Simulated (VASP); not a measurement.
```
CELL_PARAMETERS angstrom
      5.61666     0.00000     0.00000
      0.00000     5.61666     0.00000
      0.00000     0.00000     5.61666
ATOMIC_POSITIONS crystal
  In 0.00000 0.00000 0.00000
  P  0.25992 0.25992 0.25992
  P  0.74008 0.74008 0.25992
  P  0.74008 0.25992 0.74008
  P  0.25992 0.74008 0.74008
  Ga 0.50000 0.50000 0.00000
  Ga 0.50000 0.00000 0.50000
  Ga 0.00000 0.50000 0.50000
```

The numbers are results of PBE GGA, VASP's PBE PAW potentials (set 64) (plane waves; VASP), not measurements. Numerical set-up: 400 eV cut-off, Gaussian smearing of 0.050 eV, potentials In_d P Ga_d.

Unless said otherwise, spin-orbit coupling is left out, though it shifts the bands of the heavy elements here.

Question: Give the energies of bands 29 to 42 at the high-symmetry points, in eV from the valence-band maximum.

Answer: 
```csv
band,Γ,X,M,R
29,-2.55,-3.22,-3.15,-1.31
30,-2.55,-3.17,-3.10,-1.31
31,-2.42,-3.16,-3.04,-1.13
32,-2.42,-3.16,-3.04,-1.13
33,-2.42,-1.70,-1.43,-1.13
34,0.00,-1.70,-1.11,-0.76
35,0.00,-1.32,-0.93,-0.76
36,0.00,-1.32,-0.93,-0.76
37,1.05,2.23,2.75,1.35
38,1.76,2.27,2.75,1.35
39,1.76,3.36,3.31,1.35
40,1.76,3.60,3.34,1.91
41,1.92,4.54,5.09,4.50
42,2.05,4.55,5.49,4.52
```

The gap is direct, 1.05 eV, from the valence maximum at Γ to the conduction minimum at Γ.

The structure was generated: Ga3InP4 was put into an ordered model structure (P-43m), which need not be its known phase. It was relaxed first.
